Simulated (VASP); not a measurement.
Crystal: AlGa7As8.

```
CELL_PARAMETERS angstrom
-5.66599 5.66599 0.00000
-5.66599 0.00000 5.66599
0.00000 5.66599 5.66599
ATOMIC_POSITIONS crystal
Al 0.00000 0.00000 0.00000
Ga 0.50014 0.99986 0.99986
Ga 0.99986 0.50014 0.99986
Ga 0.99986 0.99986 0.50014
Ga 0.50014 0.50014 0.99986
Ga 0.50014 0.99986 0.50014
Ga 0.99986 0.50014 0.50014
Ga 0.50000 0.50000 0.50000
As 0.87497 0.87497 0.37509
As 0.37500 0.87499 0.37500
As 0.87499 0.37500 0.37500
As 0.87497 0.87497 0.87497
As 0.37500 0.37500 0.37500
As 0.37509 0.87497 0.87497
As 0.87497 0.37509 0.87497
As 0.37500 0.37500 0.87499
```

The cell was built by a generator and needn't be a form met in nature.

Base run:

```yaml
Program: VASP 6.6.1
Functional: TB-mBJ
Potentials_or_basis: VASP PAW PBE potentials, release 64 (Al, Ga_d, As)
Cutoff: 520 eV
k_mesh: 6 × 6 × 6
Occupations: gaussian, width 0.03 eV
Spin: no spin polarisation
```

Its results: band gap on the k mesh 1.62 eV, direct.

Task: The run is repeated on the same cell with these changes: functional from TB-mBJ to PBEsol. What comes out?

Result: Band gap on the k mesh 0.54 eV, direct.
